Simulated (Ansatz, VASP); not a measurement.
# Cross-check of ZnS between VASP and Ansatz, part 2 of 2

One calculation is typed for both programs; each brings its own data sets. How far apart do they land? The cell is taken from a series of runs on this material, whose earlier steps may have relaxed, scaled, displaced or heated it; both programs get it as it stands.

VASP 6.6.1 and Ansatz 0.2.0.

So far: The starting structure; VASP: relaxation of cell and atoms, PBE; Ansatz: relaxation of cell and atoms, PBE; Differences.

### Step 5. VASP: zone-centre phonons, PBE, pair 2

Level of this step: PBE; plane waves and PAW (S, Zn) (VASP).

Second derivatives magnify differences that forces hide, and they need a tight electronic threshold.

INCAR reads:

```
SYSTEM = ZnS
PREC = Accurate
ENCUT = 500
EDIFF = 1E-08
NELM = 120
ISMEAR = 0
SIGMA = 0.01
LREAL = .FALSE.
ALGO = Normal
GGA = PE
NBANDS = 15
LORBIT = 11
LWAVE = .FALSE.
LCHARG = .FALSE.
ISIF = 2
IBRION = 8
LEPSILON = .TRUE.
LASPH = .TRUE.
GGA_COMPAT = .FALSE.
EFERMI = MIDGAP
KPAR = 2
```

POSCAR reads:

```
ZnS
1.0
    0.0000000000      2.6278987880      2.6278987880
    2.6278987880      0.0000000000      2.6278987880
    2.6278987880      2.6278987880      0.0000000000
S Zn
1 1
Direct
    0.0000000000      0.0000000000      0.0000000000
    0.7500000000      0.7500000000      0.7500000000
```

KPOINTS reads:

```
Automatic mesh
0
Gamma
12 12 12
0 0 0
```

The projector-augmented-wave data sets are S and Zn (PBE family, release 64).

Run with:

```bash
$ mpirun -np 2 vasp_std
```

Numbers of over 12 decimals in the logs are rounded to 6 here.

Log:

```text
[... set-up lines as in an earlier step ...]
 entering main loop
       N       E                     dE             d eps       ncg     rms          rms(c)
DAV:   1     0.826288122100E+02    0.82629E+02   -0.85555E+03  2160   0.142E+03
DAV:   2    -0.196687371627E+01   -0.84596E+02   -0.79019E+02  2433   0.266E+02
DAV:   3    -0.712634615094E+01   -0.51595E+01   -0.51336E+01  2713   0.630E+01
DAV:   4    -0.717768521722E+01   -0.51339E-01   -0.51324E-01  2580   0.656E+00
[...]
DAV:  12    -0.674141866371E+01   -0.42145E-06   -0.24154E-06  2911   0.248E-02    0.444E-03
DAV:  13    -0.674141889487E+01   -0.23116E-06   -0.57078E-07  2328   0.102E-02    0.531E-04
DAV:  14    -0.674141889766E+01   -0.27944E-08   -0.51318E-08  2622   0.409E-03
   1 F= -.67414189E+01 E0= -.67414189E+01  d E =0.000000E+00
 Linear response reoptimize wavefunctions to high precision
DAV:   1    -0.674141889876E+01   -0.10955E-08   -0.68052E-09  2482   0.661E-04
DAV:   2    -0.674141889879E+01   -0.29559E-10   -0.96493E-11  1500   0.925E-05
 Linear response G [H, r] |phi>, progress :
  Direction:   1
[...]
RMM:  12    -0.105615356787E+00    0.43327E-08    0.31744E-09 14018   0.488E-06    0.984E-07
 first order change of Fermi-energy   0.22944E+00
 force on displaced ion       1 direction 1 :  -7.731  -0.000  -0.000
 Born effective charge ion    1 direction 1 :  -1.894   0.000   0.000
 Linear response progress:
  Degree of freedom:   2/  2
       N       E                     dE             d eps       ncg     rms          rms(c)
RMM:   1    -0.211081540738E+00   -0.21108E+00    0.55509E-03 11998   0.217E+00
RMM:   2    -0.209186430077E+00    0.18951E-02   -0.30095E-03 13386   0.479E-01    0.129E-01
RMM:   3    -0.208986284545E+00    0.20015E-03   -0.67414E-05 15862   0.707E-02    0.763E-02
RMM:   4    -0.208708960197E+00    0.27732E-03   -0.12865E-05 15549   0.312E-02    0.376E-03
[...]
RMM:  10    -0.208703976952E+00    0.14857E-07    0.24771E-09 16691   0.206E-05    0.289E-06
RMM:  11    -0.208703999617E+00   -0.22664E-07    0.32672E-10 15855   0.867E-06    0.113E-06
RMM:  12    -0.208704003569E+00   -0.39526E-08    0.10944E-10 12419   0.354E-06    0.360E-07
 first order change of Fermi-energy  -0.22919E+00
 force on displaced ion       2 direction 1 :  -7.699  -0.000  -0.000
 Born effective charge ion    2 direction 1 :   1.894   0.000   0.000
 Born effective charges drift removed
 Linear response finished
```

OUTCAR, selected parts (step 5):

```text
  Total        2.1407957      2.1407957      2.1407957      0.0000000      0.0000000      0.0000000
  in kB       94.4995858     94.4995858     94.4995858      0.0000000      0.0000000      0.0000000
  external PRESSURE =      94.4995858 kB  Pullay stress =       0.0000000 kB

 POSITION                                       TOTAL-FORCE (eV/Angst)
 -----------------------------------------------------------------------------------
      0.00000      0.00000      0.00000         0.000000     -0.000000     -0.000000
      3.94185      3.94185      3.94185        -0.000000      0.000000      0.000000
 -----------------------------------------------------------------------------------
    total drift:                                0.000001      0.000001      0.000001

 MACROSCOPIC STATIC DIELECTRIC TENSOR (including local field effects in DFT)
 ------------------------------------------------------
           5.897073    -0.000000     0.000000
          -0.000000     5.897073     0.000000
          -0.000000     0.000000     5.897073
 ------------------------------------------------------

 MACROSCOPIC STATIC DIELECTRIC TENSOR IONIC CONTRIBUTION
 ------------------------------------------------------
           2.317999    -0.000000    -0.000000
          -0.000000     2.317999    -0.000000
          -0.000000    -0.000000     2.317999
 ------------------------------------------------------

[... 1 part as in an earlier step ...]

[... 1 further part left out ...]
```

The dielectric response converges more slowly with the mesh than energies do, so tensor and charges may still move on a finer one.

### Step 6. Ansatz: zone-centre phonons, PBE, pair 2

The same cell, functional and mesh now go to Ansatz, which takes its cutoff from its data sets.

The cell is taken from a series of runs on this material, whose earlier steps may have relaxed, scaled, displaced or heated it; both programs get it as it stands.

input.yaml reads:

```yaml
crystal:
  lattice:
    - [0.0, 2.627898788, 2.627898788]
    - [2.627898788, 0.0, 2.627898788]
    - [2.627898788, 2.627898788, 0.0]
  atoms:
    - { symbol: S, position: [0.0, 0.0, 0.0] }
    - { symbol: Zn, position: [0.75, 0.75, 0.75] }
kpoints:
  mp_grid: { grid: [12, 12, 12] }
hamiltonian:
  xc: pbe
  pseudopotentials: { kind: paw, azcp: { folder: soft_1 } }
scf:
  occupations: { method: fixed }
output:
  eigenvalues: true
phonons:
  method: dfpt
  dielectric: true
  rigid_motions: translations
```

Run with:

```bash
$ ansatz run input.yaml --threads 4 --pin off --max-ram 10240MiB --backend cpu --events-out ev --progress --plain --runs-dir out
```

Log:

```text
[...]
Crystal: 2 atoms, lattice volume = 36.296 Å³
Basis set: ecut = 420 eV, 725 PW (Γ), exchange–correlation on 50×50×50 points (8 copies of the dense FFT grid, shifted against one another)
Bands: 13, of which v1, the nominal top of the filled ones, is band 9 counted from 1 (8 counted from 0)
Symmetry: 24 space group operations
k-points: 280 of 1728 (irreducible under 4 space group operations, time reversal used)
[...]
optical modes at Γ + LO–TO along q̂ = [1.0000, 0.0000, 0.0000]:
      ω (cm⁻¹)  modes    IR ((D/Å)²/amu)
[...]
optical modes at Γ + LO–TO along q̂ = [0.0000, 1.0000, 0.0000]:
      ω (cm⁻¹)  modes    IR ((D/Å)²/amu)
        311.72      2             7.5231
        366.80      1             3.7615
  optical modes at Γ + LO–TO along q̂ = [0.0000, 0.0000, 1.0000]:
      ω (cm⁻¹)  modes    IR ((D/Å)²/amu)
        311.72      2             7.5231
        366.80      1             3.7615
[key lines of the parts left out:]
SCF converged after 9 iterations
Free energy (F): -4222.630257 eV
Fermi energy:    6.906884 eV
```

### Step 7. Differences

What differs besides the data sets and the points named for the pairs above, as far as they apply: VASP's response is taken on the typed mesh, Ansatz refines its own for the field response alone. Total energies have different zeros and are not compared.

Both answers:

```tsv
quantity	Ansatz	VASP	difference
ε∞ xx	5.91	5.90	+0.29 %
ε∞ yy	5.91	5.90	+0.29 %
ε∞ zz	5.91	5.90	+0.29 %
Born charge of S1 (mean of the diagonal) (e)	-1.87	-1.89	+0.02
Born charge of Zn2 (mean of the diagonal) (e)	1.87	1.89	-0.02
optical mode 1 to 3 (cm⁻¹)	311.7	312.4	-0.21 %
```

Modes are paired by rising frequency, not by their patterns, so a pair may set unlike modes beside each other; they are those without the splitting of longitudinal modes.

### Step 8. VASP: zone-centre phonons, PBE, pair 3

Second derivatives magnify differences that forces hide, and they need a tight electronic threshold. The cell compared in this pair holds 37.10 Å³, against 36.30 Å³ for the pair before.

INCAR is that of step 5.

POSCAR reads:

```
ZnS
1.0
    0.0000000000      2.6472222671      2.6472222671
    2.6472222671      0.0000000000      2.6472222671
    2.6472222671      2.6472222671      0.0000000000
S Zn
1 1
Direct
    0.0000000000      0.0000000000      0.0000000000
    0.7500000000      0.7500000000      0.7500000000
```

KPOINTS is that of step 5.

Run with:

```bash
$ mpirun -np 2 vasp_std
```

Log:

```text
[... set-up lines as in an earlier step ...]
 entering main loop
       N       E                     dE             d eps       ncg     rms          rms(c)
DAV:   1     0.816503738763E+02    0.81650E+02   -0.83589E+03  2160   0.139E+03
DAV:   2    -0.199935436218E+01   -0.83650E+02   -0.78728E+02  2419   0.264E+02
DAV:   3    -0.716183169856E+01   -0.51625E+01   -0.51376E+01  2636   0.627E+01
DAV:   4    -0.721563916435E+01   -0.53807E-01   -0.53787E-01  2650   0.674E+00
[...]
DAV:  13    -0.678332821850E+01   -0.17459E-06   -0.41108E-07  2391   0.912E-03    0.123E-03
DAV:  14    -0.678332818754E+01    0.30958E-07   -0.43558E-08  2680   0.393E-03    0.101E-03
DAV:  15    -0.678332818687E+01    0.66484E-09   -0.83000E-09  1815   0.158E-03
   1 F= -.67833282E+01 E0= -.67833282E+01  d E =0.000000E+00
 Linear response reoptimize wavefunctions to high precision
DAV:   1    -0.678332819332E+01   -0.64485E-08   -0.32332E-09  2390   0.482E-04
DAV:   2    -0.678332819337E+01   -0.48885E-10   -0.38204E-10  1248   0.194E-04
 Linear response G [H, r] |phi>, progress :
  Direction:   1
[...]
RMM:  12    -0.105651893324E+00    0.46920E-08    0.66991E-09 14386   0.980E-06    0.949E-07
 first order change of Fermi-energy   0.23435E+00
 force on displaced ion       1 direction 1 :  -7.197   0.000   0.000
 Born effective charge ion    1 direction 1 :  -1.924   0.000   0.000
 Linear response progress:
  Degree of freedom:   2/  2
       N       E                     dE             d eps       ncg     rms          rms(c)
RMM:   1    -0.211225852960E+00   -0.21123E+00    0.13124E-03 11949   0.214E+00
RMM:   2    -0.209310884030E+00    0.19150E-02   -0.29763E-03 13411   0.463E-01    0.124E-01
RMM:   3    -0.209091472080E+00    0.21941E-03   -0.63867E-05 15872   0.683E-02    0.735E-02
RMM:   4    -0.208784974168E+00    0.30650E-03   -0.12445E-05 15546   0.304E-02    0.349E-03
[...]
RMM:   8    -0.208778054500E+00    0.43135E-06    0.60720E-09 15838   0.324E-04    0.464E-05
RMM:   9    -0.208777832337E+00    0.22216E-06    0.76076E-09 16647   0.809E-05    0.145E-05
RMM:  10    -0.208777832830E+00   -0.49288E-09    0.16425E-09 16735   0.251E-05    0.313E-06
 first order change of Fermi-energy  -0.23410E+00
 force on displaced ion       2 direction 1 :  -7.269  -0.000  -0.000
 Born effective charge ion    2 direction 1 :   1.924   0.000   0.000
 Born effective charges drift removed
 Linear response finished
```

OUTCAR, selected parts (step 8):

```text
  Total        1.6582467      1.6582467      1.6582467     -0.0000000      0.0000000     -0.0000000
  in kB       71.6075004     71.6075004     71.6075004     -0.0000000      0.0000000     -0.0000000
  external PRESSURE =      71.6075004 kB  Pullay stress =       0.0000000 kB

 POSITION                                       TOTAL-FORCE (eV/Angst)
 -----------------------------------------------------------------------------------
      0.00000      0.00000      0.00000        -0.000000     -0.000000     -0.000000
      3.97083      3.97083      3.97083         0.000000      0.000000      0.000000
 -----------------------------------------------------------------------------------
    total drift:                                0.000001      0.000001      0.000001

 MACROSCOPIC STATIC DIELECTRIC TENSOR (including local field effects in DFT)
 ------------------------------------------------------
           5.893438    -0.000000     0.000000
          -0.000000     5.893438     0.000000
          -0.000000     0.000000     5.893438
 ------------------------------------------------------

 MACROSCOPIC STATIC DIELECTRIC TENSOR IONIC CONTRIBUTION
 ------------------------------------------------------
           2.496024    -0.000000     0.000000
          -0.000000     2.496024    -0.000000
           0.000000    -0.000000     2.496024
 ------------------------------------------------------

[... 1 part as in an earlier step ...]

[... 1 further part left out ...]
```

### Step 9. Ansatz: zone-centre phonons, PBE, pair 3

The same cell, functional and mesh now go to Ansatz, which takes its cutoff from its data sets.

The cell is taken from a series of runs on this material, whose earlier steps may have relaxed, scaled, displaced or heated it; both programs get it as it stands.

input.yaml, the sections that differ from step 6:

```yaml
crystal:
  lattice:
    - [0.0, 2.6472222671, 2.6472222671]
    - [2.6472222671, 0.0, 2.6472222671]
    - [2.6472222671, 2.6472222671, 0.0]
  atoms:
    - { symbol: S, position: [0.0, 0.0, 0.0] }
    - { symbol: Zn, position: [0.75, 0.75, 0.75] }
# kpoints, hamiltonian, scf, output, phonons: as in step 6
```

Run with:

```bash
$ ansatz run input.yaml --threads 4 --pin off --max-ram 10240MiB --backend cpu --events-out ev --progress --plain --runs-dir out
```

Log:

```text
[...]
Crystal: 2 atoms, lattice volume = 37.102 Å³
Basis set: ecut = 420 eV, 725 PW (Γ), exchange–correlation on 54×54×54 points (8 copies of the dense FFT grid, shifted against one another)
Bands: 13, of which v1, the nominal top of the filled ones, is band 9 counted from 1 (8 counted from 0)
Symmetry: 24 space group operations
k-points: 280 of 1728 (irreducible under 4 space group operations, time reversal used)
[...]
optical modes at Γ + LO–TO along q̂ = [1.0000, 0.0000, 0.0000]:
      ω (cm⁻¹)  modes    IR ((D/Å)²/amu)
[...]
optical modes at Γ + LO–TO along q̂ = [0.0000, 1.0000, 0.0000]:
      ω (cm⁻¹)  modes    IR ((D/Å)²/amu)
        300.57      2             7.7737
        357.99      1             3.8868
  optical modes at Γ + LO–TO along q̂ = [0.0000, 0.0000, 1.0000]:
      ω (cm⁻¹)  modes    IR ((D/Å)²/amu)
        300.57      2             7.7737
        357.99      1             3.8868
[key lines of the parts left out:]
SCF converged after 9 iterations
Free energy (F): -4222.671004 eV
Fermi energy:    6.596932 eV
```

### Step 10. Comparison

Both answers:

```tsv
quantity	Ansatz	VASP	difference
ε∞ xx	5.91	5.89	+0.26 %
ε∞ yy	5.91	5.89	+0.26 %
ε∞ zz	5.91	5.89	+0.26 %
Born charge of S1 (mean of the diagonal) (e)	-1.90	-1.92	+0.02
Born charge of Zn2 (mean of the diagonal) (e)	1.90	1.92	-0.02
optical mode 1 to 3 (cm⁻¹)	300.6	302.1	-0.51 %
```

Modes are paired by rising frequency, not by their patterns, so a pair may set unlike modes beside each other; they are those without the splitting of longitudinal modes.

### Step 11. Outcome

```
difference in volume (relaxation of cell and atoms, PBE)                                                                  : -0.19 %
r.m.s. difference of the optical zone-centre modes, each program's sorted by frequency (zone-centre phonons, PBE, pair 2) : 0.65 cm⁻¹
r.m.s. difference of the optical zone-centre modes, each program's sorted by frequency (zone-centre phonons, PBE, pair 3) : 1.5 cm⁻¹
difference in optical mode 1 to 3 (zone-centre phonons, PBE, pair 3)                                                      : -0.5 %
```

**Reading.** The difference in volume is -0.19 % (relaxation of cell and atoms, PBE), within the 1.2 % picked in this series as the mark of a large difference, as far as the stopping tolerances let one tell. Among the rows given in per cent, the largest difference of the zone-centre phonons, PBE, pair 3 pair is in optical mode 1 to 3, -0.5 %. 1 further run of this series is not shown here. Such differences can come from data sets, numerical settings and the points named under the comparisons, not from the functional's error against experiment.

[Lines on the potential files, build, host, timing and source positions are cut from VASP's logs without a mark.]

[Logs are printed without paths, hosts, clocks, repeated set-up lines and the standing remarks that a program may print on its own settings, such as how far it seeks lower states.]

[Hosts, paths, dates, database ids (printed as entryN), source tags and the programs' standing remarks are cut or masked in the printed files.]
